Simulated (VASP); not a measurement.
These are PBEsol GGA, VASP's PBE PAW potentials (set 64) (plane waves; VASP) values and carry that method's errors.

VASP ran on this input.

**POSCAR**
```
Fe
1
   -1.3358377060     1.3358377060     1.3914976104
    1.3358377060    -1.3358377060     1.3914976104
    1.3358377060     1.3358377060    -1.3914976104
Fe
1
Direct
  0.0000000000   0.0000000000   0.0000000000
```

**KPOINTS**
```
Automatic mesh
0
Gamma
16 16 16
0 0 0
```

### INCAR
```
SYSTEM = Fe
PREC = Accurate
ENCUT = 480
EDIFF = 1E-7
NELM = 100
ALGO = Normal
LREAL = .FALSE.
LASPH = .TRUE.
ISMEAR = 1
SIGMA = 0.1
GGA = PS
LMAXMIX = 4
ISPIN = 2
MAGMOM = 2.1
LORBIT = 10
LWAVE = .FALSE.
LCHARG = .FALSE.
ISIF = 2
```

POTCAR, in this order: Fe (PBE.64 set). Program: vasp_std.

Task: Predict the energy per atom (σ→0), cell moment, pressure, band gap (on the k-mesh).

Result: 
| Item | Value |
|---|---|
| energy per atom (σ→0) | -8.853 eV/atom |
| cell moment | 1.93 μB |
| band gap (on the k-mesh) | none (metal, semimetal or under 0.01 eV) |
| pressure | 22.63 GPa |

### OSZICAR
```
...
DAV:   8    -0.886152467012E+01    0.10461E-01   -0.57001E-03 15306   0.697E-01    0.149E+00
DAV:   9    -0.885260810446E+01    0.89166E-02   -0.54258E-03 15711   0.625E-01    0.340E-01
DAV:  10    -0.885271088465E+01   -0.10278E-03   -0.11823E-03 14876   0.413E-01    0.119E-01
DAV:  11    -0.885271302515E+01   -0.21405E-05   -0.11232E-04 13150   0.161E-01    0.215E-02
DAV:  12    -0.885271478405E+01   -0.17589E-05   -0.32164E-06 13432   0.301E-02    0.959E-03
DAV:  13    -0.885271559776E+01   -0.81371E-06   -0.99977E-07 13034   0.165E-02    0.267E-03
DAV:  14    -0.885271553726E+01    0.60503E-07   -0.26019E-08  6528   0.254E-03
   1 F= -.88527155E+01 E0= -.88526523E+01  d E =-.189815E-03  mag=     1.9283
```

The compound is Fe in the bcc structure. This cell was strained or had an atom moved on purpose.
